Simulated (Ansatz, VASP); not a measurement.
## Two plane-wave programs on CsLi2

```
Cs Li
1.0
     3.96633    0.00000    0.00000
    -1.98317    3.43495    0.00000
     0.00000    0.00000   10.02838
Cs Li
1 2
Direct
  0.00000 0.00000 0.00000
  0.33333 0.66667 0.34863
  0.33333 0.66667 0.65137
```

The cell was built by a generator and needn't be a form met in nature.

Alike in both runs: task relaxation of cell and atoms; functional PBEsol; k mesh 8 × 8 × 3; occupations fermi-dirac, width 0.05 eV; no spin polarisation.

|  | VASP | Ansatz |
| --- | --- | --- |
| version | VASP 6.6.1 | Ansatz 0.2.0 |
| potentials or method | VASP PAW PBE potentials, release 64 (Cs_sv, Li_sv) | Ansatz PAW |
| plane-wave cutoff (eV) | 600 | 420 |
| valence electrons in the cell | 15 | 15 |

Ansatz gave:

* gap on the k mesh at the Fermi level, each at its own relaxed structure (eV): none
* relaxed volume (Å³/atom): 41.46
* relaxed cell length with the largest relative difference (Å): 3.823
* energy change over the relaxation (meV/atom): -5

**Question.** Which values does VASP return?

**Answer.** gap on the k mesh at the Fermi level, each at its own relaxed structure (eV): none; relaxed volume (Å³/atom): 41.07; relaxed cell length with the largest relative difference (Å): 3.810; energy change over the relaxation (meV/atom): -6.

A gap of «none» marks a metal or a gap that the smearing closes.

Caveats: the cutoff is under 1.25 times the usual one of these potentials, so pressure, stress and relaxed cells hold a basis-set (Pulay) error (VASP); the PAW data sets were made with another functional, which shifts forces and pressure a little (VASP); the plane-wave basis is chosen anew once the cell has moved, so the energies of steps on either side of that aren't comparable (Ansatz); the PAW data sets come from PBE, with cores solved anew for the run's functional, which leaves a small shift of forces and pressure (Ansatz). Spin-orbit coupling is left out, which matters for the levels of Cs.
